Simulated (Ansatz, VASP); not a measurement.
# NiSb (Breithauptite) in two plane-wave programs, part 2 of 2

Wanted: the spread between two codes on one cell, functional and k mesh. The two relaxations start from unlike cells of this crystal (the structure described is Ansatz's start), so only their ends are compared.

VASP 6.6.1 and Ansatz 0.2.0.

So far: Starting point; VASP: relaxation of cell and atoms, PBEsol.

## Step 3: Ansatz: relaxation of cell and atoms, PBEsol

Level of this step: Ansatz beside VASP: Kohn-Sham DFT, plane waves, PBEsol (Ansatz).

Ansatz runs on its default PAW (the set named soft_2) files.

Its own start cell and the same functional, mesh and smearing now go to Ansatz, which takes its cutoff from its data sets.

Input file input.yaml:

```yaml
crystal:
  lattice:
    - [3.94, 0.0, 0.0]
    - [-1.97, 3.4121400909, 0.0]
    - [0.0, 0.0, 5.14]
  atoms:
    - { symbol: Ni, position: [0.0, 0.0, 0.0] }
    - { symbol: Ni, position: [0.0, 0.0, 0.5] }
    - { symbol: Sb, position: [0.3333333333, 0.6666666667, 0.25] }
    - { symbol: Sb, position: [0.6666666667, 0.3333333333, 0.75] }
kpoints:
  mp_grid: { grid: [12, 12, 8] }
hamiltonian:
  xc: pbesol
scf:
  occupations: { method: gaussian, width: 0.1 }
output:
  forces: true
  stress: true
  eigenvalues: true
relax:
  adjacent_minimum: "off"
  f_tol: 0.005
  max_steps: 60
  cell: { stress_tol: 0.03 }
```

Command:

```sh
$ ansatz run input.yaml --threads 4 --pin off --max-ram 8192MiB --backend cpu --events-out ev --progress --plain --runs-dir out
```

Numbers of over 12 decimals in the logs are rounded to 6 here.

What it wrote:

```text
Engine: ansatz 0.2.0, x86_64-unknown-linux-gnu
Pseudopotentials: kind: paw
Pseudopotential: Ni, paw, valence charge 18, recommended cutoff 420 eV (normal), Ni.paw.azcp
Pseudopotential: Sb, paw, valence charge 15, recommended cutoff 420 eV (normal), Sb.paw.azcp
Functional definition: PBEsol
  exchange = pbesol_x
  correlation = pbesol_c
Crystal: 4 atoms, lattice volume = 69.101 Å³
Basis set: ecut = 420 eV, 1385 PW (Γ), exchange–correlation on 54×54×72 points (8 copies of the dense FFT grid, shifted against one another)
Bands: 40, of which v1, the nominal top of the filled ones, is band 33 counted from 1 (32 counted from 0)
Symmetry: 24 space group operations
Space group: P63/mmc (ITA 194), of the structure as read, at distance tolerance 4.1e-5 Å
k-points: 95 of 1152
Non-local potential: Ni, projectors of the file, l = 0: 3, l = 1: 2, l = 2: 3, l = 3: 1
Non-local potential: Sb, projectors of the file, l = 0: 2, l = 1: 2, l = 2: 2, l = 3: 2
PAW form: soft (Blöchl's): semilocal exchange-correlation on the pseudo side does not see the compensation charge
PAW frozen core: Ni, regenerated for the run's functional, and the local potential with it (the file was generated under x = pbe(κ = 0.804, μ = 0.219515), c = pbe(β = 0.066725))
PAW frozen core: Sb, regenerated for the run's functional, and the local potential with it (the file was generated under x = pbe(κ = 0.804, μ = 0.219515), c = pbe(β = 0.066725))
PAW one-centre angular grid: Ni, 590 points (default); XC on 64 Gauss nodes
PAW one-centre angular grid: Sb, 590 points (default); XC on 64 Gauss nodes
Initial density: superposition of atomic densities (neutral atoms: chi_scale 0, normalization atom), corrected by the library's trained network
Initial wavefunctions: pseudopotential atomic-orbital guess
Functional: x = pbesol(κ = 0.804, μ = 0.123457), c = pbesol(β = 0.046)
SCF iter   1: F=—  HF=-24427.353577 eV  |F-HF|=—  |Δ(HF+E_count)|=         —  Δρ=1.38e-2  dr2=7.57e-2  ethr=1.77e-3  ⟨swp⟩=6.5  Hψ=14988  notcnv=0  defer=6
preconditioner: auto → Kerker (q_TF=auto, 2.707 Å⁻¹)  [metal: Δε(μ)=0.027 eV  Ē_g=18.008 eV  σ=0.100 eV  W_gap=0.15  n_scr=22 (ndim 8)  ℏωp=31.6 eV  f_vac=0.006  D(μ)=1.76/eV (n_scr^D=8)]
SCF iter   2: F=—  HF=-24427.343208 eV  |F-HF|=—  |Δ(HF+E_count)|=   1.04e-2  Δρ=3.91e-3  dr2=6.23e-3  ethr=1.15e-4  ⟨swp⟩=2.6  Hψ=6676  notcnv=0  defer=92
SCF iter   3: F=—  HF=-24427.342529 eV  |F-HF|=—  |Δ(HF+E_count)|=   6.78e-4  Δρ=9.82e-4  dr2=5.13e-4  ethr=9.44e-6  ⟨swp⟩=1.5  Hψ=4362  notcnv=0  defer=92
SCF iter   4: F=—  HF=-24427.342475 eV  |F-HF|=—  |Δ(HF+E_count)|=   5.42e-5  Δρ=1.48e-4  dr2=1.75e-5  ethr=7.78e-7  ⟨swp⟩=2.1  Hψ=4510  notcnv=0  defer=92
SCF iter   5: F=—  HF=-24427.342474 eV  |F-HF|=—  |Δ(HF+E_count)|=   1.13e-6  Δρ=6.44e-5  dr2=4.26e-6  ethr=2.64e-8  ⟨swp⟩=2.2  Hψ=5554  notcnv=0  defer=92
SCF iter   6: F=—  HF=-24427.342474 eV  |F-HF|=—  |Δ(HF+E_count)|=   4.40e-7  Δρ=2.63e-5  dr2=6.11e-7  ethr=6.46e-9  ⟨swp⟩=2.0  Hψ=4063  notcnv=0  defer=92
SCF iter   7: F=-24427.342474 eV  HF=-24427.342474 eV  |F-HF|=1.50e-8  |Δ(HF+E_count)|=   1.04e-8  Δρ=7.30e-6  dr2=3.18e-8  ethr=1.52e-10  ⟨swp⟩=8.9  Hψ=17332  notcnv=0
SCF 1 converged in 7 iterations: F = -24427.342474 eV  dr2 = 3.18e-8
  greatest PAW one-centre occupation: 1.001 electrons in one spin orbital (limit 2), on the Ni atom at site 0 (counted from 0), in its partial waves of l = 1
relax step   1: F+E_penalty+E_count = -24427.34247439 eV  Δ(F+E_penalty+E_count) = +0.000e0 eV  max|allowed force component| = 3.238e-17 eV/Å  Δτ_max = 0.0000 Å  P = -3.167 GPa  Ω = 69.101 Å³  (7 SCF iters, dr2 threshold 1.00e-7 eV, accepted)
[...]
relax step   3: F+E_penalty+E_count = -24427.36202899 eV  Δ(F+E_penalty+E_count) = -1.095e-3 eV  max|allowed force component| = 4.163e-17 eV/Å  Δτ_max = 0.0000 Å  P = -0.026 GPa  Ω = 67.348 Å³  energy of the carried Pulay correction = +6.891e-4 eV  (6 SCF iters, dr2 threshold 4.00e-7 eV, accepted)
[...]
relax step   4: F+E_penalty+E_count = -24427.36205475 eV  Δ(F+E_penalty+E_count) = -2.577e-5 eV  max|allowed force component| = 1.289e-16 eV/Å  Δτ_max = 0.0000 Å  P = -0.000 GPa  Ω = 67.334 Å³  energy of the carried Pulay correction = +6.945e-4 eV  (6 SCF iters, dr2 threshold 3.16e-8 eV, accepted)
[...]
relax step   5: F+E_penalty+E_count = -24427.36131787 eV  Δ(F+E_penalty+E_count) = +7.369e-4 eV  max|allowed force component| = 1.313e-16 eV/Å  Δτ_max = 0.0000 Å  P = +0.009 GPa  Ω = 67.334 Å³  stress off target by 1.03e-2 GPa  SCF on the basis re-selected at this cell (its energy is not comparable with the rows above)  (6 SCF iters)
basis re-selected at this cell: Δ(F+E_penalty+E_count) = +7.369e-4 eV, ΔP = +0.009 GPa vs the last step (what re-selecting the basis moved, of the pressure what is left beyond the Pulay correction that the steps carried, after the strain that the cell walked since its last selection, with what the two solves' SCF thresholds leave and, on support functions, any second-order correction that the steps lacked; it is no m [...]
SCF converged after 6 iterations
Free energy (F): -24427.361318 eV
Harris-Foulkes:  -24427.361318 eV  (|F-HF|=0.00e0)
Internal energy: -24427.352956 eV  (E = F + TS)
E sigma→0 (E₀):  -24427.357137 eV
Entropy (-TS):   -0.008362 eV (-2.090 meV/atom)
Fermi energy:    15.489382 eV
--- Per-component energies (eV) ---
  E_band       = -849.346618
  E_kinetic    = 990.902418
  E_local      = -11009.930939  (includes V_loc(G=0)·N_el)
  E_nonlocal   = 2013.053356
  E_hartree    = 4814.979852
  E_xc         = -446.638401
  E_vxc        = -415.713058  (∫ρ·V_xc dr)
  E_paw        = -12201.663883  (= ΣΔE_a)
  E_vpaw       = -2057.619104  (= ΣTr[D̂ρ^β])
  E_aug_tail   = 0.000919  (compensation charges beyond the density's cutoff)
  E_ewald      = -8589.114570
  E_core_change = 1.058292  (= ΣΔE_core)
  E_smearing   = -0.008362  (= −TS)
  E_closure    = 0.000000  (closes the sum)
  Σ components = -24427.361318   (vs F -24427.361318, Δ=0.00e0)
--- Forces (eV/Å), atoms counted from 1 ---
  atom   1  Ni     0.00000000    -0.00000000    -0.00000000
  atom   2  Ni    -0.00000000     0.00000000    -0.00000000
  atom   3  Sb     0.00000000     0.00000000     0.00000000
  atom   4  Sb    -0.00000000    -0.00000000    -0.00000000
  max |Σ_I F_I| component: 9.25e-18 eV/Å
--- Stress (GPa, compression-positive) ---
        0.010323      -0.000000       0.000000
        0.000000       0.010323      -0.000000
        0.000000      -0.000000       0.004903
  P = ⅓ Tr σ = 0.0085 GPa (0.085 kbar)
--- Band table (eV; the first three rows and the last of 95) ---
  k-point 0: bands = [... 29 lower, 14.1277, 15.4846, 16.0055, 16.0055, 17.9747, 17.9747, 18.5223, 19.5839, ... 3 higher]
  k-point 1: bands = [... 29 lower, 14.0139, 15.3977, 16.1988, 16.1988, 17.9678, 17.9678, 18.6874, 19.0996, ... 3 higher]
  k-point 2: bands = [... 29 lower, 13.7866, 15.2220, 16.6425, 16.6425, 17.9319, 17.9319, 18.0633, 19.1525, ... 3 higher]
  k-point 94: bands = [... 29 lower, 13.4184, 14.0184, 14.0184, 14.1647, 14.1647, 19.8545, 19.8545, 22.9772, ... 3 higher]
--- Relaxed structure (4 steps of the walk, 4 accepted, 1 SCFs on fresh bases) ---
  F+E_penalty+E_count = -24427.36131787 eV   max|allowed force component| = 1.313e-16 eV/Å   (the final SCF, on the basis selected at the relaxed cell)
  cell:  # Å, volume = 67.3342 Å³
    - [3.915938, 0, 1.4339116254549157e-18]
    - [-1.957969, 3.391302, -7.16955812727458e-19]
    - [1.870635978388277e-18, 0, 5.070295]
  atoms:
    - { symbol: Ni, position: [0, 0, 0] }
    - { symbol: Ni, position: [0, 0, 0.500000] }
    - { symbol: Sb, position: [0.333333, 0.666667, 0.250000] }
    - { symbol: Sb, position: [0.666667, 0.333333, 0.75] }
```

The column dr2 measures how far the density is from self-consistency, as an energy; F and HF (Harris–Foulkes) agree once it is small.

## Step 4: Comparison

Known differences besides the potentials themselves: the data sets hold 66 valence electrons in Ansatz (on its default PAW (the set named soft_2) files) and 30 in VASP; the cutoff is 420 eV in Ansatz and 600 eV in VASP; Ansatz makes its cores anew for this functional, VASP keeps those of its PBE data sets; Ansatz adds a Pulay correction to the stress that steers its cell, VASP none. Total energies have different zeros and are not compared.

The two programs side by side:

| quantity | Ansatz | VASP | difference |
| --- | --- | --- | --- |
| volume (Å³) | 67.33 | 67.34 | -0.01 % |
| edge a after relaxation, in the typed setting (Å) | 3.916 | 3.915 | +0.03 % |
| edge c after relaxation, in the typed setting (Å) | 5.070 | 5.074 | -0.07 % |

## Step 5: Summary of results

| Quantity | Value |
| --- | --- |
| difference in edge c after relaxation, in the typed setting (relaxation of cell and atoms, PBEsol) | -0.069 % |

The difference in edge c after relaxation, in the typed setting is -0.069 % (relaxation of cell and atoms, PBEsol), within the 1.2 % picked in this series as the mark of a large difference, as far as the stopping tolerances let one tell. The data sets hold unlike numbers of valence electrons (66 in Ansatz and 30 in VASP), so part of the differences comes from the potentials. 1 further run of this series is not shown here. Such differences can come from data sets, numerical settings and the points named under the comparisons, not from the functional's error against experiment.

[Lines on the potential files, build, host, timing and source positions are cut from VASP's logs without a mark.]

[Logs are printed without paths, hosts, clocks, repeated set-up lines and the standing remarks that a program may print on its own settings, such as how far it seeks lower states.]

[Hosts, paths, dates, database ids (printed as entryN), source tags and the programs' standing remarks are cut or masked in the printed files.]
